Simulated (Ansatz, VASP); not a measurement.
# Mo (Mo(100)) in two plane-wave programs, part 2 of 2

One calculation is typed for both programs; each brings its own data sets. How far apart do they land? Of the first pair: The cell is taken from a series of runs on this material, whose earlier steps may have relaxed, scaled, displaced or heated it; both programs get it as it stands.

VASP 6.6.1 and Ansatz 0.2.0.

So far: Set-up; Ansatz: single point, PBE, pair 1; VASP: single point, PBE, pair 1; Side by side.

### 5. Ansatz: relaxation, PBE

Level of this step: Ansatz beside VASP: Kohn-Sham DFT, plane waves, PBE (Ansatz).

The two programs are compared at the cell with which this relaxation starts, whose forces are those of its first step.

The structure compared here is the start of the Ansatz relaxation; VASP solves that cell, so the two are compared at the walk's first step.

Contents of input.yaml:

```yaml
crystal:
  lattice:
    - [3.15, 0.0, 0.0]
    - [0.0, 3.15, 0.0]
    - [0.0, 0.0, 28.6]
  atoms:
    - { symbol: Mo, position: [0.0, 0.0, 0.2797202797] }
    - { symbol: Mo, position: [0.5, 0.5, 0.3347902098] }
    - { symbol: Mo, position: [0.0, 0.0, 0.3898601399] }
    - { symbol: Mo, position: [0.5, 0.5, 0.4449300699] }
    - { symbol: Mo, position: [0.0, 0.0, 0.5] }
    - { symbol: Mo, position: [0.5, 0.5, 0.5550699301] }
    - { symbol: Mo, position: [0.0, 0.0, 0.6101398601] }
    - { symbol: Mo, position: [0.5, 0.5, 0.6652097902] }
    - { symbol: Mo, position: [0.0, 0.0, 0.7202797203] }
kpoints:
  mp_grid: { grid: [10, 10, 1] }
hamiltonian:
  xc: pbe
scf:
  occupations: { method: fermi_dirac, width: 0.1 }
efield:
  axis: 3
  dipole_correction: true
  ramp_width: 0.05
relax:
  f_tol: 0.02
  max_steps: 60
  constraints: [{ sites: [0, 1, 2, 3] }]
output:
  write_potential: true
  write_density: true
  volumetric_format: npy
```

Command:

```sh
> ansatz run input.yaml --threads 4 --pin off --max-ram 8192MiB --backend cpu --events-out ev --progress --plain --runs-dir out
```

Numbers of over 12 decimals in the logs are rounded to 6 here.

The program printed:

```text
[...]
Crystal: 9 atoms, lattice volume = 283.784 Å³
Basis set: ecut = 420 eV, 5591 PW (Γ), exchange–correlation on 48×48×384 points (8 copies of the dense FFT grid, shifted against one another)
Bands: 76, of which v1, the nominal top of the filled ones, is band 63 counted from 1 (62 counted from 0)
Symmetry: 8 space group operations
k-points: 21 of 100
[...]
- { symbol: Mo, position: [0.500000, 0.500000, 0.3347902098] }
    - { symbol: Mo, position: [0.0, 0.0, 0.389860] }
    - { symbol: Mo, position: [0.500000, 0.500000, 0.4449300699] }
    - { symbol: Mo, position: [0, 0.0, 0.500094] }
    - { symbol: Mo, position: [0.500000, 0.500000, 0.555707] }
    - { symbol: Mo, position: [0, 0.0, 0.610561] }
    - { symbol: Mo, position: [0.500000, 0.500000, 0.667613] }
    - { symbol: Mo, position: [0, 0.0, 0.716248] }
[key lines of the parts left out:]
SCF converged after 6 iterations
Free energy (F): -44600.152508 eV
Fermi energy:    8.521332 eV
Dipole field:    D = 0.002293 V/Å  (p = 0.003596 e·Å, saw-weighted, corrected)
Work function:   Φ+ = 3.8762 eV   Φ− = 3.9418 eV
```

### 6. VASP: single point, PBE, start cell, pair 2

The same cell, functional, mesh and smearing now go to VASP, with its own data sets.

Contents of INCAR:

```
SYSTEM = Mo
PREC = Accurate
ENCUT = 400
EDIFF = 1E-06
NELM = 120
ISMEAR = -1
SIGMA = 0.1
LREAL = .FALSE.
ALGO = Normal
GGA = PE
NBANDS = 78
LASPH = .TRUE.
LORBIT = 11
LWAVE = .FALSE.
LCHARG = .FALSE.
ISIF = 2
LDIPOL = .TRUE.
IDIPOL = 3
DIPOL = 0.5 0.5 0.5
LVHAR = .TRUE.
GGA_COMPAT = .FALSE.
NELMDL = -8
KPAR = 2
```

Contents of POSCAR:

```
Mo
1.0
    3.1500000000      0.0000000000      0.0000000000
    0.0000000000      3.1500000000      0.0000000000
    0.0000000000      0.0000000000     28.6000000000
Mo
9
Direct
    0.0000000000      0.0000000000      0.2797202797
    0.5000000000      0.5000000000      0.3347902098
    0.0000000000      0.0000000000      0.3898601399
    0.5000000000      0.5000000000      0.4449300699
    0.0000000000      0.0000000000      0.5000000000
    0.5000000000      0.5000000000      0.5550699301
    0.0000000000      0.0000000000      0.6101398601
    0.5000000000      0.5000000000      0.6652097902
    0.0000000000      0.0000000000      0.7202797203
```

Contents of KPOINTS:

```
Automatic mesh
0
Gamma
10 10 1
0 0 0
```

The projector-augmented-wave data sets are Mo_sv (PBE family, release 64).

Command:

```sh
> mpirun -np 2 vasp_std
```

The program printed:

```text
[... set-up lines as in an earlier step ...]
 entering main loop
       N       E                     dE             d eps       ncg     rms          rms(c)
DAV:   1     0.127019362398E+04    0.12702E+04   -0.73915E+04  4204   0.128E+03
DAV:   2    -0.551034004886E+02   -0.13253E+04   -0.12825E+04  3676   0.443E+02
DAV:   3    -0.101166284888E+03   -0.46063E+02   -0.44100E+02  4440   0.718E+01
DAV:   4    -0.102615335535E+03   -0.14491E+01   -0.14090E+01  4336   0.994E+00
[...]
DAV:  31    -0.942690211526E+02   -0.90375E-05   -0.52032E-07  2298   0.255E-03    0.116E-03
DAV:  32    -0.942690251507E+02   -0.39981E-05   -0.17915E-07  2228   0.815E-04    0.501E-04
DAV:  33    -0.942690259764E+02   -0.82568E-06   -0.61263E-08  2136   0.809E-04
   1 F= -.94269026E+02 E0= -.94123243E+02  d E =-.291566E+00
```

Parts of OUTCAR (step 6):

```text
  Total       -5.8588599     -5.8588599     -3.8329124      0.0000000      0.0000000      0.0000000
  in kB      -33.0777953    -33.0777953    -21.6397550      0.0000000      0.0000000      0.0000000
  external PRESSURE =     -29.2651152 kB  Pullay stress =       0.0000000 kB

 POSITION                                       TOTAL-FORCE (eV/Angst)
 -----------------------------------------------------------------------------------
      0.00000      0.00000      8.00000        -0.000000      0.000000      1.321974
      1.57500      1.57500      9.57500        -0.000000      0.000000     -1.337594
      0.00000      0.00000     11.15000         0.000000      0.000000     -0.202358
      1.57500      1.57500     12.72500        -0.000000     -0.000000      0.050706
      0.00000      0.00000     14.30000        -0.000000      0.000000      0.000000
      1.57500      1.57500     15.87500         0.000000     -0.000000     -0.050706
      0.00000      0.00000     17.45000         0.000000     -0.000000      0.202358
      1.57500      1.57500     19.02500        -0.000000      0.000000      1.337594
      0.00000      0.00000     20.60000         0.000000      0.000000     -1.321974
 -----------------------------------------------------------------------------------
    total drift:                                0.000000      0.000000      0.000000

  FREE ENERGIE OF THE ION-ELECTRON SYSTEM (eV)
  ---------------------------------------------------
  free  energy   TOTEN  =       -94.2690259764 eV

  energy  without entropy=      -93.9774596313  energy(sigma->0) =      -94.12324280

[... 2 parts as in an earlier step ...]

[... 1 further part left out ...]
[key lines of the parts left out:]
E-fermi :   4.2961
```

### 7. Comparison

Forces (eV/Å; atoms numbered as in POSCAR):

| atom | Ansatz x, y, z | VASP x, y, z |
| --- | --- | --- |
| Mo1 | 0.000, 0.000, 1.350 | 0.000, 0.000, 1.322 |
| Mo2 | 0.000, 0.000, -1.329 | 0.000, 0.000, -1.338 |
| Mo3 | 0.000, 0.000, -0.201 | 0.000, 0.000, -0.202 |
| Mo4 | 0.000, 0.000, 0.050 | 0.000, 0.000, 0.051 |
| Mo5 | 0.000, 0.000, 0.000 | 0.000, 0.000, 0.000 |
| Mo6 | 0.000, 0.000, -0.050 | 0.000, 0.000, -0.051 |
| Mo7 | 0.000, 0.000, 0.201 | 0.000, 0.000, 0.202 |
| Mo8 | 0.000, 0.000, 1.329 | 0.000, 0.000, 1.338 |
| Mo9 | 0.000, 0.000, -1.350 | 0.000, 0.000, -1.322 |

The forces differ by 8.1 meV/Å r.m.s., which is 1.6 % of the r.m.s. force of 0.515 eV/Å (both taken over all components). With vacuum in the cell, a pressure given here is an average over mostly empty space and none of the material.

### 8. Results

| Property | Result |
| --- | --- |
| r.m.s. force difference (single point, PBE, pair 1) | 2.6 % of the r.m.s. force |
| r.m.s. force difference (single point, PBE, start cell, pair 2) | 1.6 % of the r.m.s. force |

What this shows: The r.m.s. force difference is 2.6 % of the r.m.s. force (single point, PBE, pair 1), within the 3 % picked in this series as the mark of a large difference. 1 further run of this series is not shown here. Such differences can come from data sets, numerical settings and the points named under the comparisons, not from the functional's error against experiment.

[Lines on the potential files, build, host, timing and source positions are cut from VASP's logs without a mark.]

[Logs are printed without paths, hosts, clocks, repeated set-up lines and the standing remarks that a program may print on its own settings, such as how far it seeks lower states.]

[Hosts, paths, dates, database ids (printed as entryN), source tags and the programs' standing remarks are cut or masked in the printed files.]
